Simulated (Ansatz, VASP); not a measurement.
# WC in two plane-wave programs, part 2 of 3

Aim: how closely do two programs agree when they are given the same cell, functional and k mesh? The cell is taken from a series of runs on this material, whose earlier steps may have relaxed, scaled, displaced or heated it; both programs get it as it stands.

VASP 6.6.1 and Ansatz 0.2.0.

So far: Set-up; Ansatz: relaxation of cell and atoms, PBEsol, pair 1.

## 3. VASP: relaxation of cell and atoms, PBEsol, pair 1

Level of this step: PBEsol; plane waves and PAW (W, C) (VASP).

The same cell, functional, mesh and smearing now go to VASP, with its own data sets.

Lines of VASP's logs that name or quote its potential files are left out, and so is its time.

File INCAR:

```
SYSTEM = WC
PREC = Accurate
ENCUT = 600
EDIFF = 1E-07
NELM = 120
ISMEAR = 1
SIGMA = 0.15
LREAL = .FALSE.
ALGO = Normal
GGA = PS
NBANDS = 16
LASPH = .TRUE.
LORBIT = 11
LWAVE = .FALSE.
LCHARG = .FALSE.
ISIF = 3
IBRION = 2
NSW = 80
EDIFFG = -0.005
GGA_COMPAT = .FALSE.
NELMIN = 4
KPAR = 2
```

File POSCAR:

```
WC
1.0
    3.0410240000      0.0000000000      0.0000000000
    0.0000000000      3.0410240000      0.0000000000
    0.0000000000      0.0000000000      4.4407640000
W C
2 2
Direct
    0.0000000000      0.5000000000      0.2784180830
    0.5000000000      0.0000000000      0.7215819170
    0.0000000000      0.5000000000      0.7749874796
    0.5000000000      0.0000000000      0.2250125204
```

File KPOINTS:

```
Automatic mesh
0
Gamma
12 12 10
0 0 0
```

The projector-augmented-wave data sets are W and C (PBE family, release 64).

On the command line:

```
$ mpirun -np 2 vasp_std
```

Numbers of over 12 decimals in the logs are rounded to 6 here.

Log:

```text
[banner, memory and clock lines left out]
running    2 mpi-ranks, on    1 nodes
 distrk:  each k-point on    1 cores,    2 groups
 distr:  one band on    1 cores,    1 groups

 POSCAR found type information on POSCAR W C
 POSCAR found :  2 types and       4 ions
|                                                                             |
|               ----> ADVICE to this user running VASP <----                  |
|                                                                             |
|     You enforced a specific xc type in the INCAR file but a different       |
|     [... a line on the potential file left out ...]
|     I HOPE YOU KNOW WHAT YOU ARE DOING!                                     |
|                                                                             |

 LDA part: xc-table for (Slater+PW92), standard interpolation
 POSCAR, INCAR and KPOINTS ok, starting setup
 FFT: planning ... GRIDC
 FFT: planning ... GRID_SOFT
 FFT: planning ... GRID
 WAVECAR not read
 entering main loop
       N       E                     dE             d eps       ncg     rms          rms(c)
DAV:   1     0.807999715040E+02    0.80800E+02   -0.10591E+04  5376   0.130E+03
DAV:   2    -0.451630786327E+02   -0.12596E+03   -0.12148E+03  6816   0.314E+02
DAV:   3    -0.526953920864E+02   -0.75323E+01   -0.73458E+01  7744   0.616E+01
DAV:   4    -0.528228631065E+02   -0.12747E+00   -0.12740E+00  6168   0.965E+00
DAV:   5    -0.528253821912E+02   -0.25191E-02   -0.25183E-02  7776   0.111E+00    0.490E+01
DAV:   6    -0.465240305284E+02    0.63014E+01   -0.29969E+01  7136   0.332E+01    0.165E+01
DAV:   7    -0.462942381366E+02    0.22979E+00   -0.17815E+00  6272   0.991E+00    0.115E+01
DAV:   8    -0.462316401909E+02    0.62598E-01   -0.23153E-01  7032   0.345E+00    0.151E+00
DAV:   9    -0.462224820656E+02    0.91581E-02   -0.47479E-02  6608   0.127E+00    0.432E-01
DAV:  10    -0.462221776677E+02    0.30440E-03   -0.35274E-03  6984   0.498E-01    0.676E-02
DAV:  11    -0.462221011950E+02    0.76473E-04   -0.31678E-04  7104   0.113E-01    0.200E-02
DAV:  12    -0.462220999982E+02    0.11968E-05   -0.16130E-05  6760   0.354E-02    0.126E-02
DAV:  13    -0.462220995112E+02    0.48694E-06   -0.25878E-06  7072   0.919E-03    0.272E-03
DAV:  14    -0.462220995704E+02   -0.59219E-07   -0.93588E-08  4232   0.278E-03
   1 F= -.46222100E+02 E0= -.46221868E+02  d E =-.462221E+02
[... from here on, the cycles between the ionic steps are left out ...]
   2 F= -.46222137E+02 E0= -.46221888E+02  d E =-.377583E-04
   3 F= -.46222219E+02 E0= -.46221978E+02  d E =-.119781E-03
   4 F= -.46222266E+02 E0= -.46222036E+02  d E =-.467171E-04
   5 F= -.46222267E+02 E0= -.46222036E+02  d E =-.481273E-04
   6 F= -.46222310E+02 E0= -.46222091E+02  d E =-.420874E-04
   7 F= -.46222356E+02 E0= -.46222171E+02  d E =-.881978E-04
   8 F= -.46222356E+02 E0= -.46222172E+02  d E =-.882239E-04
 curvature:  -1.66 expect dE=-0.276E-04 dE for cont linesearch -0.783E-10
 trial: gam= 0.02628 g(F)=  0.145E-04 g(S)=  0.210E-05 ort =-0.136E-06 (trialstep = 0.514E+00)
 search vector abs. value=  0.169E-04
 bond charge predicted
       N       E                     dE             d eps       ncg     rms          rms(c)
DAV:   1    -0.462223620824E+02   -0.63807E-05   -0.58977E-04  5376   0.164E-01    0.599E-03
DAV:   2    -0.462223618700E+02    0.21234E-06   -0.10104E-05  7480   0.255E-02    0.477E-03
DAV:   3    -0.462223616166E+02    0.25338E-06   -0.50008E-07  7320   0.493E-03    0.217E-03
DAV:   4    -0.462223615647E+02    0.51985E-07   -0.96672E-08  4272   0.205E-03
   9 F= -.46222362E+02 E0= -.46222180E+02  d E =-.586232E-05
 trial-energy change:   -0.000006  1 .order   -0.000006   -0.000009   -0.000003
 step:   0.8609(harm=  0.8609)  dis= 0.00041  next Energy=   -46.222363 (dE=-0.715E-05)
 reached required accuracy - stopping structural energy minimisation
```

From OUTCAR (step 3):

```text
ion  position               nearest neighbor table
   1  0.000  0.500  0.278-   4 2.16   4 2.16   4 2.16   4 2.16   3 2.21   3 2.24   2 2.91   2 2.91
                             2 2.91   2 2.91   2 3.28   2 3.28   2 3.28   2 3.28
   2  0.500  0.000  0.722-   3 2.16   3 2.16   3 2.16   3 2.16   4 2.21   4 2.24   1 2.91   1 2.91
                             1 2.91   1 2.91   1 3.28   1 3.28   1 3.28   1 3.28
   3  0.000  0.500  0.775-   2 2.16   2 2.16   2 2.16   2 2.16   1 2.21   1 2.24
   4  0.500  0.000  0.225-   1 2.16   1 2.16   1 2.16   1 2.16   2 2.21   2 2.24

  LATTYP: Found a simple tetragonal cell.
 ALAT       =     3.0410240000
 C/A-ratio  =     1.4602857459

 Subroutine GETGRP returns: Found 16 space group operations
 (whereof  8 operations were pure point group operations)

The static configuration has the point symmetry D_2d.
 The point group associated with its full space group is D_4h.

 Found    168 irreducible k-points:

   k-points           NKPTS =    168   k-points in BZ     NKDIM =    168   number of bands    NBANDS=     16

   dimension x,y,z NGX =    24 NGY =   24 NGZ =   36
   dimension x,y,z NGXF=    48 NGYF=   48 NGZF=   72

   ENCUT  =  600.0 eV  44.10 Ry    6.64 a.u.   6.07  6.07  8.87*2*pi/ulx,y,z

   NELECT =      20.0000    total number of electrons

 k-points in reciprocal lattice and weights: Automatic mesh
   0.00000000  0.00000000  0.00000000       0.001
   0.08333333  0.00000000  0.00000000       0.003
   0.16666667  0.00000000  0.00000000       0.003
   0.25000000  0.00000000  0.00000000       0.003
   0.33333333  0.00000000  0.00000000       0.003
   0.41666667  0.00000000  0.00000000       0.003
   0.50000000  0.00000000  0.00000000       0.001
   0.08333333  0.08333333  0.00000000       0.003
   0.16666667  0.08333333  0.00000000       0.006
[...]
0.50000000  0.41666667  0.50000000       0.003
   0.50000000  0.50000000  0.50000000       0.001

 average (electrostatic) potential at core
       1 -36.8407       2 -36.8407       3 -46.0205       4 -46.0205

 E-fermi :   9.6166

 k-point     1 :       0.0000    0.0000    0.0000
  band No.  band energies     occupation
    ...
     10       8.6484      2.00000
     11       8.6484      2.00000
     12       8.8292      2.00000
     13       8.8935      2.00000
     14       9.1945      2.00051
     15      10.8098     -0.00000
     16      12.7022      0.00000

 k-point     2 :       0.0833    0.0000    0.0000
  band No.  band energies     occupation
    ...
      9       7.4670      2.00000
     10       7.7965      2.00000
     11       8.3993      2.00000
     12       9.1556      2.00012
     13       9.5899      1.29616
     14      10.4181     -0.00000
     15      11.6435     -0.00000
     16      12.6548      0.00000

 k-point     3 :       0.1667    0.0000    0.0000
  band No.  band energies     occupation
    ...
      7       5.9129      2.00000
      8       5.9730      2.00000
      9       7.3350      2.00000
     10       7.7537      2.00000
     11       8.5405      2.00000
     12       9.7495     -0.01774
     13      10.0831     -0.00010
     14      11.6449     -0.00000
     15      12.9661      0.00000
     16      13.0853      0.00000

  Total       -0.0014555     -0.0014555     -0.0099572      0.0000000      0.0000000      0.0000000
  in kB       -0.0567594     -0.0567594     -0.3882941      0.0000000      0.0000000      0.0000000
  external PRESSURE =      -0.1672710 kB  Pullay stress =       0.0000000 kB

  energy-cutoff  :      600.00
  volume of cell :       41.09
      direct lattice vectors                 reciprocal lattice vectors
     3.040154380  0.000000000  0.000000000     0.328930664  0.000000000  0.000000000
     0.000000000  3.040154380  0.000000000     0.000000000  0.328930664  0.000000000
     0.000000000 -0.000000000  4.445260589     0.000000000 -0.000000000  0.224958690

 POSITION                                       TOTAL-FORCE (eV/Angst)
 -----------------------------------------------------------------------------------
      0.00000      1.52008      1.24164         0.000000      0.000000     -0.002833
      1.52008     -0.00000      3.20362        -0.000000     -0.000000      0.002833
      0.00000      1.52008      3.44923         0.000000     -0.000000      0.003884
      1.52008     -0.00000      0.99603         0.000000      0.000000     -0.003884
 -----------------------------------------------------------------------------------
    total drift:                                0.000000     -0.000000     -0.000000

  FREE ENERGIE OF THE ION-ELECTRON SYSTEM (eV)
  ---------------------------------------------------
  free  energy   TOTEN  =       -46.2223615647 eV

  energy  without entropy=      -46.2218161574  energy(sigma->0) =      -46.22217976

 reached required accuracy - stopping structural energy minimisation

 total charge
# of ion       s       p       d       tot
------------------------------------------
    1        0.582   0.813   4.396   5.791
    2        0.582   0.813   4.396   5.791
    3        0.854   1.577   0.000   2.432
    4        0.854   1.577   0.000   2.432
--------------------------------------------------
tot          2.872   4.782   8.792  16.446

[... 3 further parts left out ...]
```

CONTCAR:

```
WC
   1.00000000000000
     3.0401543799124489    0.0000000000000000    0.0000000000000000
     0.0000000000000000    3.0401543799124489    0.0000000000000000
     0.0000000000000000   -0.0000000000000000    4.4452605894641657
  W               C
     2     2
Direct
     0.0000000000000000    0.5000000000000000    0.2793170694878889
     0.5000000000000000    0.0000000000000000    0.7206829305121113
     0.0000000000000000    0.5000000000000000    0.7759342791703617
     0.5000000000000000    0.0000000000000000    0.2240657208296383
```

The PAW data sets were made with PBE, which is usual practice but a small mismatch for other functionals. The data set W keeps the semicore shell frozen, which is cheaper and a little less accurate. The run keeps the 16 symmetry operations of its start, so it cannot find a distortion of lower symmetry.

## 4. Side by side

Known differences besides the potentials themselves: the data sets hold 36 valence electrons in Ansatz (on its default PAW (the set named soft_2) files) and 20 in VASP; the cutoff is 420 eV in Ansatz and 600 eV in VASP; Ansatz makes its cores anew for this functional, VASP keeps those of its PBE data sets; Ansatz adds a Pulay correction to the stress that steers its cell, VASP none. Total energies have different zeros and are not compared.

Compared:

```
                                         quantity  Ansatz   VASP  difference
                                      volume (Å³)   41.07  41.09     -0.04 %
edge a after relaxation, in the typed setting (Å)   3.041  3.040     +0.03 %
edge c after relaxation, in the typed setting (Å)   4.441  4.445     -0.10 %
```

## 5. VASP: relaxation of cell and atoms, PBEsol, pair 2

The relaxed volume is the usual yardstick between codes: in a stiff, nearly cubic crystal its relative difference is about their pressure difference at one cell divided by the bulk modulus. This pair takes another cell of the material, with 8 atoms against 4 for the pair before.

INCAR: that of step 3 with these lines changed.

```diff
@@ -10,3 +10,3 @@
 GGA = PS
-NBANDS = 16
+NBANDS = 28
 LASPH = .TRUE.
```

File POSCAR:

```
WC
1.0
    0.0000000000      3.1243650000      4.2943140000
    3.0650620000      0.0000000000      4.2943140000
    3.0650620000      3.1243650000      0.0000000000
W C
4 4
Direct
    0.0240449035      0.4759557427      0.4759546934
    0.4759555827      0.0240450635      0.0240440142
    0.7740449035      0.2259557427      0.2259546934
    0.2259555827      0.7740450635      0.7740440142
    0.9811710570      0.5188295892      0.9811701677
    0.5188294292      0.9811712170      0.5188285399
    0.7311710570      0.2688295892      0.7311701677
    0.2688294292      0.7311712170      0.2688285399
```

File KPOINTS:

```
Automatic mesh
0
Gamma
8 8 8
0 0 0
```

On the command line:

```
$ mpirun -np 2 vasp_std
```

Log:

```text
[banner, memory and clock lines left out]
running    2 mpi-ranks, on    1 nodes
[...]
[... a notice as in an earlier step ...]

 LDA part: xc-table for (Slater+PW92), standard interpolation
 POSCAR, INCAR and KPOINTS ok, starting setup
[...]
entering main loop
       N       E                     dE             d eps       ncg     rms          rms(c)
DAV:   1     0.190105636443E+03    0.19011E+03   -0.20815E+04  5320   0.149E+03
DAV:   2    -0.786375695181E+02   -0.26874E+03   -0.25886E+03  6224   0.370E+02
DAV:   3    -0.104676822508E+03   -0.26039E+02   -0.25181E+02  7724   0.843E+01
DAV:   4    -0.105462903262E+03   -0.78608E+00   -0.78015E+00  7200   0.153E+01
[...]
DAV:  12    -0.923542323410E+02   -0.53660E-06   -0.35890E-05  7068   0.331E-02    0.890E-03
DAV:  13    -0.923542309311E+02    0.14099E-05   -0.83968E-06  7704   0.140E-02    0.302E-03
DAV:  14    -0.923542310224E+02   -0.91381E-07   -0.64900E-07  6432   0.441E-03
   1 F= -.92354231E+02 E0= -.92353302E+02  d E =-.923542E+02
[... from here on, the cycles between the ionic steps are left out ...]
   2 F= -.92354566E+02 E0= -.92353656E+02  d E =-.334567E-03
   3 F= -.92354575E+02 E0= -.92353661E+02  d E =-.343536E-03
   4 F= -.92354859E+02 E0= -.92353971E+02  d E =-.284677E-03
   5 F= -.92354891E+02 E0= -.92354016E+02  d E =-.316562E-03
   6 F= -.92354972E+02 E0= -.92354156E+02  d E =-.809317E-04
   7 F= -.92354994E+02 E0= -.92354159E+02  d E =-.102904E-03
   8 F= -.92355027E+02 E0= -.92354212E+02  d E =-.328542E-04
   9 F= -.92355031E+02 E0= -.92354225E+02  d E =-.371811E-04
[...]
reached required accuracy - stopping structural energy minimisation
```

OUTCAR, selected parts (step 5):

```text
  Total        0.0191974     -0.0132280      0.0110723      0.0000000      0.0000000      0.0000000
  in kB        0.3737705     -0.2575473      0.2155766      0.0000000      0.0000000      0.0000000
  external PRESSURE =       0.1105999 kB  Pullay stress =       0.0000000 kB

 POSITION                                       TOTAL-FORCE (eV/Angst)
 -----------------------------------------------------------------------------------
      2.90971      1.56445      2.14675        -0.001470     -0.000000      0.000000
      0.15307      1.56445      2.14675         0.001470     -0.000000      0.000000
      1.37832      3.12890      4.29350        -0.001470     -0.000000     -0.000000
      4.74723      3.12890      4.29350         0.001470     -0.000000     -0.000000
      4.59416      6.13621      6.44024         0.000000     -0.001589      0.000000
      4.59416      3.25049      6.44024         0.000000      0.001589      0.000000
      3.06277      4.57176      4.29350        -0.000000     -0.001589      0.000000
      3.06277      1.68604      4.29350        -0.000000      0.001589     -0.000000
 -----------------------------------------------------------------------------------
    total drift:                                0.000503      0.000670     -0.001428

  FREE ENERGIE OF THE ION-ELECTRON SYSTEM (eV)
  ---------------------------------------------------
  free  energy   TOTEN  =       -92.3550312063 eV

  energy  without entropy=      -92.3526123479  energy(sigma->0) =      -92.35422492

[... 1 part as in an earlier step ...]

[... 3 further parts left out ...]
[key lines of the parts left out:]
E-fermi :   9.5420
```

The run keeps the 8 symmetry operations of its start, so it cannot find a distortion of lower symmetry.

## 6. Ansatz: relaxation of cell and atoms, PBEsol, pair 2

The same cell, functional, mesh and smearing now go to Ansatz, which takes its cutoff from its data sets.

The cell is taken from a series of runs on this material, whose earlier steps may have relaxed, scaled, displaced or heated it; both programs get it as it stands.

File input.yaml:

```yaml
crystal:
  lattice:
    - [0.0, 3.1243646561, 4.2943137795]
    - [3.0650615554, 0.0, 4.2943137795]
    - [3.0650615554, 3.1243646561, 0.0]
  atoms:
    - { symbol: W, position: [0.0240446244, 0.4759553756, 0.4759553756] }
    - { symbol: W, position: [0.4759553756, 0.0240446244, 0.0240446244] }
    - { symbol: W, position: [0.7740446244, 0.2259553756, 0.2259553756] }
    - { symbol: W, position: [0.2259553756, 0.7740446244, 0.7740446244] }
    - { symbol: C, position: [0.9811708493, 0.5188291507, 0.9811708493] }
    - { symbol: C, position: [0.5188291507, 0.9811708493, 0.5188291507] }
    - { symbol: C, position: [0.7311708493, 0.2688291507, 0.7311708493] }
    - { symbol: C, position: [0.2688291507, 0.7311708493, 0.2688291507] }
kpoints:
  mp_grid: { grid: [8, 8, 8] }
hamiltonian:
  xc: pbesol
scf:
  occupations: { method: methfessel_paxton, width: 0.15 }
output:
  forces: true
  stress: true
  eigenvalues: true
relax:
  adjacent_minimum: "off"
  f_tol: 0.001
  max_steps: 60
  cell: { stress_tol: 0.01 }
```

On the command line:

```
$ ansatz run input.yaml --threads 4 --pin off --max-ram 7168MiB --backend cpu --events-out ev --progress --plain --runs-dir out
```

Log:

```text
[...]
Crystal: 8 atoms, lattice volume = 82.248 Å³
Basis set: ecut = 420 eV, 1619 PW (Γ), exchange–correlation on 72×72×60 points (8 copies of the dense FFT grid, shifted against one another)
Bands: 44, of which v1, the nominal top of the filled ones, is band 36 counted from 1 (35 counted from 0)
Symmetry: 8 space group operations
[...]
k-points: 95 of 512
[...]
- { symbol: W, position: [0.4759553756, 0.024045, 0.024045] }
    - { symbol: W, position: [0.774045, 0.225955, 0.225955] }
    - { symbol: W, position: [0.225955, 0.774045, 0.774045] }
    - { symbol: C, position: [0.9811708493, 0.518829, 0.981171] }
    - { symbol: C, position: [0.5188291507, 0.981171, 0.518829] }
    - { symbol: C, position: [0.7311708493, 0.268829, 0.7311708493] }
    - { symbol: C, position: [0.2688291507, 0.731171, 0.268829] }
[key lines of the parts left out:]
SCF converged after 5 iterations
Free energy (F): -42011.413171 eV
Fermi energy:    21.947097 eV
P = ⅓ Tr σ = -0.0006 GPa (-0.006 kbar)
```

## 7. Side by side

What differs besides the data sets and the points named for the pairs above, as far as they apply: the data sets hold 72 valence electrons in Ansatz (on its default PAW (the set named soft_2) files) and 40 in VASP. Total energies have different zeros and are not compared.

Both answers:

```csv
quantity,Ansatz,VASP,difference
volume (Å³),82.25,82.29,-0.05 %
"edge a after relaxation, in the typed setting (Å)",5.311,5.313,-0.04 %
"edge b after relaxation, in the typed setting (Å)",5.276,5.274,+0.04 %
"edge c after relaxation, in the typed setting (Å)",4.377,4.378,-0.04 %
```

(Continued in part 3 of 3.)

[Lines on the potential files, build, host, timing and source positions are cut from VASP's logs without a mark.]

[Logs are printed without paths, hosts, clocks, repeated set-up lines and the standing remarks that a program may print on its own settings, such as how far it seeks lower states.]

[Hosts, paths, dates, database ids (printed as entryN), source tags and the programs' standing remarks are cut or masked in the printed files.]
